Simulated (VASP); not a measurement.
**AgBiSeS: single point with LDA**

AgBiSeS:

```
Ag Bi Se S
1.0
     3.92409    0.00000    0.00000
     0.00000    3.92409    0.00000
     0.00000    0.00000    5.71855
Ag Bi Se S
1 1 1 1
Cartesian
  0.0000 0.0000 0.0000
  1.9620 1.9620 2.8593
  1.9620 1.9620 0.0000
  0.0000 0.0000 2.8593
```

The cell comes from a database or a generator and needn't be the stable form of this composition.

```yaml
Program: VASP 6.6.1
Task: single point
Functional: LDA
Potentials_or_basis: VASP PAW LDA potentials, release 64 (Ag, Bi_d, Se, S)
Cutoff: 520 eV
k_mesh: 10 × 10 × 8
Occupations: gaussian, width 0.1 eV
Spin: no spin polarisation
```

The pressure is 0.1 GPa and the band gap on the k mesh is none (metal or under the smearing width).

Levels at points of the mesh, in eV from the Fermi level:
```tsv
k point	band 16	band 17	band 18	band 19	band 20	band 21	band 22	band 23
(0.00, 0.00, 0.00)	-3.51	-2.10	-1.64	-1.64	0.77	3.41	4.50	4.50
(0.50, 0.00, 0.00)	-2.78	-2.78	-1.50	-0.39	-0.32	1.35	4.21	4.48
(0.50, 0.50, 0.00)	-3.34	-3.34	-3.21	-3.13	0.61	4.07	4.07	5.37
(0.00, 0.00, 0.50)	-2.30	-1.90	-1.87	-1.87	0.56	3.22	3.46	4.06
(0.50, 0.00, 0.50)	-2.24	-0.77	-0.45	-0.18	-0.08	-0.04	0.61	3.93
(0.50, 0.50, 0.50)	-3.43	-3.28	-2.39	-1.13	0.57	2.98	4.65	4.65
```

Run time: 3.7 min on 1 thread of AMD EPYC 7R13 Processor (Zen 3), with other jobs on the host, peak memory 0.35 GiB.

Caveat: spin-orbit coupling is left out, which moves the levels of the heavy elements.
